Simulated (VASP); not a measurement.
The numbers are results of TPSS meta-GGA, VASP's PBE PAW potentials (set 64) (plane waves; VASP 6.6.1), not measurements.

VASP input:

**KPOINTS**
```
Regular mesh
0
Gamma
  11 11 11
0 0 0
```

### POSCAR
```
BN
1
    0.0000000000     1.8075000000     1.8075000000
    1.8075000000     0.0000000000     1.8075000000
    1.8075000000     1.8075000000     0.0000000000
B N
1 1
Direct
  0.0000000000   0.0000000000   0.0000000000
  0.2500000000   0.2500000000   0.2500000000
```

### INCAR
```
SYSTEM=BN
PREC=Accurate; ENCUT=520; LREAL=.False.
LASPH=.True.
EDIFF=1E-6; NELM=100; ALGO=Normal
LMIXTAU=.True.
ISMEAR=0; SIGMA=0.05
METAGGA=TPSS
IBRION=2; NSW=60; ISIF=3
EDIFFG=-0.01
LWAVE=.False.; LCHARG=.False.
```

POTCAR, in this order: B N (PBE.64 set). Program: vasp_std.

Output

**OSZICAR**
```
       N       E                     dE             d eps       ncg     rms          rms(c)
DAV:   1     0.104046200044E+02    0.10405E+02   -0.54573E+03   952   0.104E+03
DAV:   2    -0.165561217585E+02   -0.26961E+02   -0.25581E+02  1208   0.166E+02
DAV:   3    -0.167089872177E+02   -0.15287E+00   -0.15287E+00  1016   0.159E+01
DAV:   4    -0.167090615957E+02   -0.74378E-04   -0.74378E-04  1272   0.299E-01
DAV:   5    -0.167090616156E+02   -0.19957E-07   -0.19957E-07  1032   0.303E-03    0.751E+00
DAV:   6    -0.203791547726E+02   -0.36701E+01   -0.77040E+00   968   0.314E+01    0.451E+00
DAV:   7    -0.204347544992E+02   -0.55600E-01   -0.39276E-02  1008   0.279E+00    0.406E+00
DAV:   8    -0.204537274756E+02   -0.18973E-01   -0.27224E+00  1144   0.124E+01    0.163E+00
DAV:   9    -0.203409015911E+02    0.11283E+00   -0.60861E-01   896   0.106E+01    0.553E-01
DAV:  10    -0.204562349225E+02   -0.11533E+00   -0.76289E-01   896   0.103E+01    0.506E-01
DAV:  11    -0.204828363175E+02   -0.26601E-01   -0.14628E-02  1240   0.153E+00    0.191E-01
DAV:  12    -0.204830231547E+02   -0.18684E-03   -0.74290E-05   912   0.121E-01    0.187E-01
DAV:  13    -0.204826223753E+02    0.40078E-03   -0.10883E-03   976   0.332E-01    0.500E-02
DAV:  14    -0.204838517630E+02   -0.12294E-02   -0.31836E-04   952   0.195E-01    0.183E-02
DAV:  15    -0.204838364093E+02    0.15354E-04   -0.53356E-05  1080   0.693E-02    0.240E-02
DAV:  16    -0.204838770591E+02   -0.40650E-04   -0.66362E-05  1064   0.721E-02    0.412E-03
DAV:  17    -0.204838765096E+02    0.54948E-06   -0.48830E-06   904   0.244E-02
   1 F= -.20483877E+02 E0= -.20483877E+02  d E =-.204839E+02
       N       E                     dE             d eps       ncg     rms          rms(c)
DAV:   1    -0.204848971699E+02   -0.10201E-02   -0.13950E-01   976   0.388E+00    0.477E-01
DAV:   2    -0.204836393329E+02    0.12578E-02   -0.14642E-02  1144   0.100E+00    0.153E-01
DAV:   3    -0.204835953916E+02    0.43941E-04   -0.12899E-03   984   0.323E-01    0.520E-02
DAV:   4    -0.204833721987E+02    0.22319E-03   -0.40629E-04   912   0.248E-01    0.219E-02
DAV:   5    -0.204836999503E+02   -0.32775E-03   -0.25310E-04   912   0.173E-01    0.108E-02
DAV:   6    -0.204837503310E+02   -0.50381E-04   -0.84017E-06   920   0.376E-02    0.631E-03
DAV:   7    -0.204837401635E+02    0.10168E-04   -0.15942E-06  1016   0.150E-02    0.206E-03
DAV:   8    -0.204837483702E+02   -0.82067E-05   -0.47407E-07   504   0.100E-02    0.135E-04
DAV:   9    -0.204837477931E+02    0.57714E-06   -0.11292E-08   448   0.148E-03
   2 F= -.20483748E+02 E0= -.20483748E+02  d E =0.128717E-03
       N       E                     dE             d eps       ncg     rms          rms(c)
DAV:   1    -0.204851767955E+02   -0.14284E-02   -0.37881E-02   992   0.203E+00    0.248E-01
DAV:   2    -0.204848168247E+02    0.35997E-03   -0.39933E-03  1160   0.526E-01    0.791E-02
DAV:   3    -0.204848372784E+02   -0.20454E-04   -0.33746E-04   976   0.166E-01    0.273E-02
DAV:   4    -0.204847446857E+02    0.92593E-04   -0.10426E-04   912   0.126E-01    0.115E-02
DAV:   5    -0.204848615750E+02   -0.11689E-03   -0.66382E-05   912   0.887E-02    0.567E-03
DAV:   6    -0.204848609174E+02    0.65757E-06   -0.24239E-06   912   0.202E-02
   3 F= -.20484861E+02 E0= -.20484861E+02  d E =-.984408E-03
```

**OUTCAR**
```
------------------------ aborting loop because EDIFF is reached ----------------------------------------
  FORCE on cell =-STRESS in cart. coord.  units (eV):
  Direction    XX          YY          ZZ          XY          YZ          ZX
  --------------------------------------------------------------------------------------
  Total        0.0023450      0.0023450      0.0023450      0.0000000      0.0000000     -0.0000000
  in kB        0.3154750      0.3154750      0.3154750      0.0000000      0.0000000     -0.0000000
  external PRESSURE =       0.3154750 kB  Pullay stress =       0.0000000 kB
  volume of cell :       11.91
      direct lattice vectors                 reciprocal lattice vectors
    -0.000000000  1.812534529  1.812534529    -0.275856814  0.275856814  0.275856814
     1.812534529 -0.000000000  1.812534529     0.275856814 -0.275856814  0.275856814
     1.812534529  1.812534529  0.000000000     0.275856814  0.275856814 -0.275856814
  FREE ENERGIE OF THE ION-ELECTRON SYSTEM (eV)
  ---------------------------------------------------
  free  energy   TOTEN  =       -20.4848609174 eV

  energy  without entropy=      -20.4848609174  energy(sigma->0) =      -20.48486092

 reached required accuracy - stopping structural energy minimisation
```
(Selected blocks of OUTCAR.)

### CONTCAR
```
BN
   1.00000000000000
    -0.0000000000000000    1.8125345290907977    1.8125345290907977
     1.8125345290907977   -0.0000000000000000    1.8125345290907977
     1.8125345290907977    1.8125345290907977    0.0000000000000000
  B               N
     1     1
Direct
     0.0000000000000000    0.0000000000000000    0.0000000000000000
     0.2500000000000000    0.2500000000000000    0.2500000000000000
```

The compound is BN in the zinc blende structure. This run relaxes it. Symmetry was kept, so distortions that lower it aren't found.
